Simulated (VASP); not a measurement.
Here is the system:

```
CELL_PARAMETERS angstrom
      2.40359     0.00000     0.00000
     -1.20180     2.08157     0.00000
      0.00000     0.00000     3.88441
ATOMIC_POSITIONS crystal
  B  0.00000 0.00000 0.00000
  B  0.00000 0.00000 0.50000
  N  0.33333 0.66667 0.25000
  N  0.66667 0.33333 0.75000
```

These are PBEsol GGA, VASP's PBE PAW potentials (set 64) (plane waves; VASP 6.6.1) values and carry that method's errors. Run with 620 eV cut-off, 10×10×6 Γ-centred mesh, Gaussian smearing of 0.050 eV, potentials B N.

Estimate the energy per atom (σ→0), pressure.

```
Quantity                        Value
---------------------  --------------
energy per atom (σ→0)  -7.409 eV/atom
pressure                    44.84 GPa
```

Total energies compare only between runs with the same potentials, cut-off and functional.

The structure was generated: BN was put into the NiAs type type (P6_3/mmc), which need not be its known phase. It was relaxed first under an external pressure of 45 GPa.
